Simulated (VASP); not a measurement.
These are PBEsol GGA, VASP's PBE PAW potentials (set 64) (plane waves; VASP) values and carry that method's errors.

VASP ran on this input.

File KPOINTS:
```
kpoints
0
Gamma
9 9 9
```

INCAR:
```
# general
SYSTEM   =  AgCl
PREC     =  Accurate
ENCUT    =  500
LREAL    =  .False.
LASPH    =  .True.

# electronic loop
EDIFF    =  1E-6
NELM     =  100
ALGO     =  Normal
LMAXMIX  =  4

# smearing
ISMEAR   =  0
SIGMA    =  0.05

# functional
GGA      =  PS

# ions
IBRION   =  2
NSW      =  40
ISIF     =  3
EDIFFG   =  -0.02
PSTRESS  =  50

# output
LWAVE    =  .False.
LCHARG   =  .False.
```

### POSCAR
```
AgCl
1
   -0.0000000000     2.6570965100     2.6570965100
    2.6570965100     0.0000000000     2.6570965100
    2.6570965100     2.6570965100     0.0000000000
Ag Cl
1 1
Direct
  0.0000000000   0.0000000000   0.0000000000
  0.5000000000   0.5000000000   0.5000000000
```

POTCAR, in this order: Ag Cl (PBE.64 set). Program: vasp_std.

The run wrote:

**OSZICAR**
```
       N       E                     dE             d eps       ncg     rms          rms(c)
DAV:   1     0.966181056204E+02    0.96618E+02   -0.87942E+03   974   0.123E+03
DAV:   2    -0.245400143391E+01   -0.99072E+02   -0.92884E+02  1075   0.250E+02
DAV:   3    -0.614934919192E+01   -0.36953E+01   -0.36844E+01  1055   0.523E+01
DAV:   4    -0.617700621704E+01   -0.27657E-01   -0.27654E-01  1035   0.505E+00
DAV:   5    -0.617736751613E+01   -0.36130E-03   -0.36129E-03  1070   0.573E-01    0.958E+00
DAV:   6    -0.602340442667E+01    0.15396E+00   -0.38029E-01   980   0.898E+00    0.617E+00
DAV:   7    -0.602006945796E+01    0.33350E-02   -0.76503E-02   930   0.225E+00    0.231E+00
DAV:   8    -0.601861979140E+01    0.14497E-02   -0.38479E-03   990   0.801E-01    0.327E-01
DAV:   9    -0.601857328939E+01    0.46502E-04   -0.61916E-04  1055   0.320E-01    0.400E-02
DAV:  10    -0.601858499986E+01   -0.11710E-04   -0.16830E-05  1010   0.478E-02    0.189E-02
DAV:  11    -0.601859195845E+01   -0.69586E-05   -0.63485E-06   945   0.280E-02    0.716E-03
DAV:  12    -0.601859179478E+01    0.16367E-06   -0.35833E-07   515   0.911E-03
   1 F= -.48477144E+01 E0= -.48477144E+01  d E =-.484771E+01
```

### OUTCAR
```
------------------------ aborting loop because EDIFF is reached ----------------------------------------
  FORCE on cell =-STRESS in cart. coord.  units (eV):
  Direction    XX          YY          ZZ          XY          YZ          ZX
  --------------------------------------------------------------------------------------
  Total        1.1779032      1.1779032      1.1779032      0.0000000      0.0000000      0.0000000
  in kB       50.3000268     50.3000268     50.3000268      0.0000000      0.0000000      0.0000000
  external PRESSURE =       0.3000268 kB  Pullay stress =      50.0000000 kB
  volume of cell :       37.52
      direct lattice vectors                 reciprocal lattice vectors
     0.000000000  2.657096510  2.657096510    -0.188175325  0.188175325  0.188175325
     2.657096510  0.000000000  2.657096510     0.188175325 -0.188175325  0.188175325
     2.657096510  2.657096510  0.000000000     0.188175325  0.188175325 -0.188175325
  FREE ENERGIE OF THE ION-ELECTRON SYSTEM (eV)
  ---------------------------------------------------
  free  energy   TOTEN  =        -6.0185917948 eV

  energy  without entropy=       -6.0185917948  energy(sigma->0) =       -6.01859179
  enthalpy is  TOTEN    =        -4.8477144458 eV   P V=        1.1708773490

 reached required accuracy - stopping structural energy minimisation
```
(Selected blocks of OUTCAR.)

The compound is AgCl in the rock salt structure. It was relaxed first under an external pressure of 5 GPa.
